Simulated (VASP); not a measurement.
Calculation: PBE GGA, VASP's PBE PAW potentials (set 64) (plane waves; VASP).

Input for VASP

**POSCAR**
```
Te
1
    2.2668934190    -3.9263742611     0.0000000000
    2.2668934190     3.9263742611     0.0000000000
    0.0000000000     0.0000000000     5.9454644823
Te
3
Direct
  0.0000000000   0.2630000000   0.6666670000
  0.7370000000   0.7370000000   0.0000000000
  0.2630000000   0.0000000000   0.3333330000
```

**KPOINTS**
```
Automatic mesh
0
Gamma
8 8 8
0 0 0
```

### INCAR
```
# general
SYSTEM =Te
PREC   =Normal
ENCUT  =400
LREAL  =F
LASPH  =T

# electronic loop
EDIFF  =1E-5
NELM   =100
NELMIN =4
ALGO   =Fast
LMAXMIX=4

# smearing
ISMEAR =0
SIGMA  =0.05

# functional
GGA    =PE

# ions
IBRION =2
NSW    =20
ISIF   =2
EDIFFG =-0.03

# output
LWAVE  =F
LCHARG =F
```

POTCAR, in this order: Te (PBE.64 set). Program: vasp_std.

Estimate the energy per atom (σ→0).

```yaml
energy per atom (σ→0): -3.144 eV/atom
```

### OSZICAR
```
...
   2 F= -.94298759E+01 E0= -.94298759E+01  d E =-.205149E-02
       N       E                     dE             d eps       ncg     rms          rms(c)
DAV:   1    -0.943096871584E+01   -0.10925E-02   -0.23497E-01  1690   0.281E+00    0.289E-01
RMM:   2    -0.943172716515E+01   -0.75845E-03   -0.86468E-03  1690   0.644E-01    0.747E-02
RMM:   3    -0.943179930478E+01   -0.72140E-04   -0.81386E-04  1691   0.255E-01    0.447E-02
RMM:   4    -0.943180684535E+01   -0.75406E-05   -0.14888E-04  1695   0.116E-01    0.162E-02
RMM:   5    -0.943180968889E+01   -0.28435E-05   -0.38489E-05  1336   0.585E-02
   3 F= -.94318097E+01 E0= -.94318097E+01  d E =-.398527E-02
```

The compound is Te in the trig structure. This run relaxes the ions in a fixed cell. Symmetry was kept, so distortions that lower it aren't found.
